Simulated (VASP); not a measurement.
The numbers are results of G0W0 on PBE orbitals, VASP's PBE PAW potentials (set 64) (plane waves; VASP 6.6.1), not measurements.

A VASP calculation is set up with these files.

**KPOINTS**
```
Automatic mesh
0
Gamma
4 4 4
0 0 0
```

### POSCAR
```
NaCl
1
    0.0000000000     2.7818870000     2.7818870000
    2.7818870000     0.0000000000     2.7818870000
    2.7818870000     2.7818870000     0.0000000000
Na Cl
1 1
Direct
  0.0000000000   0.0000000000   0.0000000000
  0.5000000000   0.5000000000   0.5000000000
```

**INCAR**
```
ALGO  =  EVGW0
ENCUT  =  500
ENCUTGW  =  200
GGA  =  PE
ISMEAR  =  0
LASPH  =  .TRUE.
LCHARG  =  .FALSE.
LREAL  =  .FALSE.
LSPECTRALGW  =  .TRUE.
LWAVE  =  .FALSE.
NBANDS  =  160
NBANDSGW  =  16
NELMGW  =  1
NOMEGA  =  64
PREC  =  Normal
SIGMA  =  0.01
SYSTEM  =  NaCl
```

POTCAR, in this order: Na_sv_GW Cl_GW (PBE.64 set). Program: vasp_std. Read from the step before: WAVECAR, WAVEDER.

Output

OSZICAR:
```
energies w=
    0.000    0.000    1.210    0.000    2.417    0.000    3.619    0.000
    4.814    0.000    6.000    0.000    7.174    0.000    8.337    0.000
    9.486    0.000   10.621    0.000   11.741    0.000   12.846    0.000
   13.937    0.000   15.014    0.000   16.077    0.000   17.128    0.000
   18.167    0.000   19.197    0.000   20.217    0.000   21.231    0.000
   22.239    0.000   23.243    0.000   24.246    0.000   25.249    0.000
   26.254    0.000   27.263    0.000   28.280    0.000   29.305    0.000
   30.343    0.000   31.395    0.000   32.464    0.000   33.554    0.000
   34.669    0.000   35.812    0.000   36.986    0.000   38.198    0.000
   39.451    0.000   40.752    0.000   42.107    0.000   43.522    0.000
   45.006    0.000   46.569    0.000   48.220    0.000   49.971    0.000
   51.838    0.000   53.836    0.000   55.984    0.000   58.306    0.000
   60.829    0.000   63.585    0.000   66.615    0.000   69.968    0.000
   73.704    0.000   77.899    0.000   82.650    0.000   88.081    0.000
   94.355    0.000  101.690    0.000  110.383    0.000  120.854    0.000
  133.705    0.000  149.848    0.000  170.717    0.000  198.715    0.000
NQ=   1    0.0000    0.0000    0.0000,
 performed        196000 updates of chi_q(r,r)
NQ=   2    0.2500    0.0000    0.0000,
 performed        576000 updates of chi_q(r,r)
NQ=   3    0.5000    0.0000    0.0000,
 performed        864000 updates of chi_q(r,r)
NQ=   4    0.2500    0.2500    0.0000,
 performed       1209000 updates of chi_q(r,r)
NQ=   5    0.5000    0.2500    0.0000,
 performed       1671000 updates of chi_q(r,r)
NQ=   6   -0.2500    0.2500    0.0000,
 performed       2082000 updates of chi_q(r,r)
NQ=   7    0.5000    0.5000    0.0000,
 performed       2350000 updates of chi_q(r,r)
NQ=   8   -0.2500    0.5000    0.2500,
 performed       2700000 updates of chi_q(r,r)
 resolving degeneracies of screened two electron integrals
```

OUTCAR:
```


 k-point   1 :       0.0000    0.0000    0.0000
  band No.  KS-energies  QP-energies   sigma(KS)   V_xc(KS)     V^pw_x(r,r')   Z            occupation Imag(sigma)

      1     -49.5073     -58.1701     -40.4802     -29.2754     -49.1362       0.7731       2.0000       0.5275
      2     -21.4438     -26.9465     -35.1209     -28.3182     -41.3650       0.8089       2.0000       0.2030
      3     -21.4438     -26.9465     -35.1209     -28.3182     -41.3650       0.8089       2.0000       0.2030
      4     -21.4438     -26.9465     -35.1209     -28.3182     -41.3650       0.8089       2.0000       0.2030
      5     -13.4517     -15.0050     -17.1284     -14.9513     -24.2416       0.7135       2.0000       1.5738
      6      -0.6984      -2.7012     -17.1079     -14.5867     -18.9549       0.7944       2.0000       0.1398
      7      -0.6984      -2.7012     -17.1079     -14.5867     -18.9549       0.7944       2.0000       0.1398
      8      -0.6984      -2.7012     -17.1079     -14.5867     -18.9549       0.7944       2.0000       0.1398
      9       4.5772       5.4683      -7.2712      -8.3193      -4.1640       0.8502       0.0000      -0.1114
     10      10.3715      11.5869      -6.9977      -8.4481      -3.5970       0.8380       0.0000      -0.1413
     11      10.3715      11.5869      -6.9977      -8.4481      -3.5970       0.8380       0.0000      -0.1413
     12      10.3715      11.5869      -6.9977      -8.4481      -3.5970       0.8380       0.0000      -0.1413
     13      12.4913      14.0562      -8.1046     -10.0008      -4.3704       0.8253       0.0000      -0.1685
     14      12.4913      14.0562      -8.1046     -10.0008      -4.3704       0.8253       0.0000      -0.1685
     15      14.3657      14.7250      -4.9140      -5.3568      -0.9840       0.8115       0.0000      -0.3393
     16      16.8282      18.0035      -7.3828      -8.8282      -3.1630       0.8131       0.0000      -0.3937

 k-point   2 :       0.2500    0.0000    0.0000
  band No.  KS-energies  QP-energies   sigma(KS)   V_xc(KS)     V^pw_x(r,r')   Z            occupation Imag(sigma)

      1     -49.5069     -58.1921     -40.4811     -29.2765     -49.1375       0.7752       2.0000       0.5275
      2     -21.4617     -26.8985     -35.0410     -28.2487     -41.2901       0.8004       2.0000       0.2159
      3     -21.4452     -26.9435     -35.1156     -28.3147     -41.3592       0.8084       2.0000       0.2031
      4     -21.4452     -26.9435     -35.1156     -28.3147     -41.3592       0.8084       2.0000       0.2031
      5     -13.2689     -14.8000     -17.3590     -15.2036     -24.4341       0.7104       2.0000       1.5128
      6      -1.8631      -3.9988     -15.8102     -13.1149     -17.7646       0.7924       2.0000       0.1609
      7      -0.8465      -2.8778     -16.9508     -14.3941     -18.8179       0.7945       2.0000       0.1424
      8      -0.8465      -2.8778     -16.9508     -14.3941     -18.8179       0.7945       2.0000       0.1424
      9       6.0614       7.0163      -7.7360      -8.8703      -4.5711       0.8418       0.0000      -0.1194
     10       9.3773      10.4579      -7.2632      -8.5585      -3.8742       0.8342       0.0000      -0.1464
     11      10.6848      11.9983      -7.4641      -9.0386      -4.0198       0.8342       0.0000      -0.1471
     12      10.6848      11.9983      -7.4641      -9.0386      -4.0198       0.8342       0.0000      -0.1471
     13      12.5088      13.9607      -7.8818      -9.6465      -4.1420       0.8227       0.0000      -0.1816
     14      12.5088      13.9607      -7.8818      -9.6465      -4.1420       0.8227       0.0000      -0.1816
     15      15.2749      16.2740      -6.5619      -7.7871      -2.4734       0.8154       0.0000      -0.3507
     16      18.4049      19.3991      -6.6855      -7.8716      -2.2884       0.8382       0.0000      -0.5937

 k-point   3 :       0.5000    0.0000    0.0000
  band No.  KS-energies  QP-energies   sigma(KS)   V_xc(KS)     V^pw_x(r,r')   Z            occupation Imag(sigma)

      1     -49.5064     -58.2031     -40.4820     -29.2777     -49.1389       0.7762       2.0000       0.5275
      2     -21.4794     -26.8843     -34.9644     -28.1818     -41.2180       0.7969       2.0000       0.2282
      3     -21.4466     -26.9362     -35.1107     -28.3111     -41.3538       0.8073       2.0000       0.2031
      4     -21.4466     -26.9362     -35.1107     -28.3111     -41.3538       0.8073       2.0000       0.2031
      5     -13.0742     -14.5839     -17.6146     -15.4841     -24.6494       0.7086       2.0000       1.4500
      6      -2.7448      -5.0041     -15.1932     -12.3182     -17.3282       0.7859       2.0000       0.1883
      7      -0.9852      -3.0429     -16.8169     -14.2253     -18.7065       0.7940       2.0000       0.1452
      8      -0.9852      -3.0429     -16.8169     -14.2253     -18.7065       0.7940       2.0000       0.1452
      9       6.6311       7.5186      -6.8251      -7.8734      -3.7510       0.8466       0.0000      -0.1181
     10      10.2753      11.5544      -8.9663     -10.5455      -5.1571       0.8100       0.0000      -0.1925
     11      10.2839      11.6443      -7.7435      -9.3703      -4.3700       0.8362       0.0000      -0.1412
     12      10.2839      11.6443      -7.7435      -9.3703      -4.3700       0.8362       0.0000      -0.1412
     13      14.5933      15.4840      -6.0134      -7.1056      -1.9778       0.8155       0.0000      -0.3152
     14      15.2669      17.1037      -9.3027     -11.5891      -5.0241       0.8033       0.0000      -0.2696
     15      15.2669      17.1037      -9.3027     -11.5891      -5.0241       0.8033       0.0000      -0.2696
     16      16.8552      17.6664      -6.3447      -7.3375      -2.0287       0.8171       0.0000      -0.4653

 k-point   4 :       0.2500    0.2500    0.0000
  band No.  KS-energies  QP-energies   sigma(KS)   V_xc(KS)     V^pw_x(r,r')   Z            occupation Imag(sigma)

      1     -49.5067     -58.2059     -40.4814     -29.2769     -49.1379       0.7764       2.0000       0.5274
      2     -21.4588     -26.9025     -35.0561     -28.2618     -41.3026       0.8012       2.0000       0.2118
      3     -21.4488     -26.9291     -35.1050     -28.3028     -41.3473       0.8057       2.0000       0.2037
      4     -21.4488     -26.9291     -35.1050     -28.3028     -41.3473       0.8057       2.0000       0.2037
      5     -13.2257     -14.7462     -17.3784     -15.2353     -24.4456       0.7095       2.0000       1.5004
      6      -1.8308      -3.9685     -15.8294     -13.1325     -17.7827       0.7927       2.0000       0.1603
      7      -1.0376      -3.0934     -16.8089     -14.2144     -18.7100       0.7923       2.0000       0.1456
      8      -1.0376      -3.0934     -16.8089     -14.2144     -18.7100       0.7923       2.0000       0.1456
      9       6.5941       7.6518      -8.1204      -9.3835      -4.8720       0.8373       0.0000      -0.1240
     10       8.3764       9.3207      -6.3036      -7.4212      -3.1201       0.8449       0.0000      -0.1262
     11      10.2357      11.5571      -7.8113      -9.3989      -4.3552       0.8323       0.0000      -0.1523
     12      11.8022      13.1084      -7.6749      -9.2600      -4.0130       0.8240       0.0000      -0.1781
     13      11.8022      13.1084      -7.6749      -9.2600      -4.0130       0.8240       0.0000      -0.1781
     14      13.2863      14.9194      -8.3752     -10.3704      -4.4922       0.8185       0.0000      -0.1899
     15      18.2812      19.7093      -7.9953      -9.7417      -3.5516       0.8178       0.0000      -0.5010
     16      18.2812      19.7093      -7.9953      -9.7417      -3.5516       0.8178       0.0000      -0.5010

 k-point   5 :       0.5000    0.2500    0.0000
  band No.  KS-energies  QP-energies   sigma(KS)   V_xc(KS)     V^pw_x(r,r')   Z            occupation Imag(sigma)

      1     -49.5062     -58.2792     -40.4822     -29.2781     -49.1391       0.7830       2.0000       0.5273
      2     -21.4697     -26.8945     -35.0173     -28.2240     -41.2628       0.7985       2.0000       0.2162
      3     -21.4540     -26.9167     -35.0865     -28.2851     -41.3276       0.8032       2.0000       0.2046
      4     -21.4500     -26.9264     -35.1007     -28.2992     -41.3425       0.8052       2.0000       0.2036
      5     -13.0504     -14.5573     -17.5696     -15.4560     -24.6011       0.7130       2.0000       1.4457
      6      -2.3695      -4.5985     -15.5366     -12.7140     -17.6225       0.7897       2.0000       0.1763
      7      -1.5184      -3.6392     -16.2782     -13.5974     -18.2372       0.7911       2.0000       0.1552
      8      -1.1669      -3.2446     -16.6976     -14.0708     -18.6216       0.7910       2.0000       0.1485
      9       7.5560       8.5989      -7.1679      -8.4049      -3.9799       0.8431       0.0000      -0.1242
     10       8.6944       9.9315      -7.8955      -9.3765      -4.5483       0.8353       0.0000      -0.1366
     11       9.5715      10.6708      -7.6157      -8.9411      -4.1681       0.8294       0.0000      -0.1550
     12      11.5773      12.9990      -8.0497      -9.7716      -4.4381       0.8257       0.0000      -0.1692
     13      13.5986      14.7840      -7.7077      -9.1755      -3.6550       0.8076       0.0000      -0.2677
     14      15.3449      17.1531      -9.2056     -11.4590      -4.9084       0.8024       0.0000      -0.2742
     15      16.3356      18.0343      -8.9170     -11.0205      -4.4667       0.8076       0.0000      -0.3624
     16      17.0225      18.1097      -7.3321      -8.6775      -2.8905       0.8081       0.0000      -0.4637

 k-point   6 :      -0.2500    0.2500    0.0000
  band No.  KS-energies  QP-energies   sigma(KS)   V_xc(KS)     V^pw_x(r,r')   Z            occupation Imag(sigma)

      1     -49.5064     -58.2290     -40.4820     -29.2777     -49.1388       0.7785       2.0000       0.5274
      2     -21.4685     -26.8982     -35.0128     -28.2242     -41.2629       0.7998       2.0000       0.2198
      3     -21.4547     -26.9071     -35.0859     -28.2830     -41.3263       0.8015       2.0000       0.2046
      4     -21.4466     -26.9310     -35.1107     -28.3110     -41.3538       0.8066       2.0000       0.2030
      5     -13.0962     -14.6039     -17.5468     -15.4200     -24.5868       0.7089       2.0000       1.4587
...
```
(Selected blocks of OUTCAR.)

The mesh is coarse and the basis finite, so the quasiparticle values are not converged.

The compound is NaCl in the rock salt structure. This cell is one point of a volume scan, at 0.96 of the reference volume. The k-mesh is coarse (spacing up to 0.49 per Å, 2π included), so the numbers may not be converged in it.
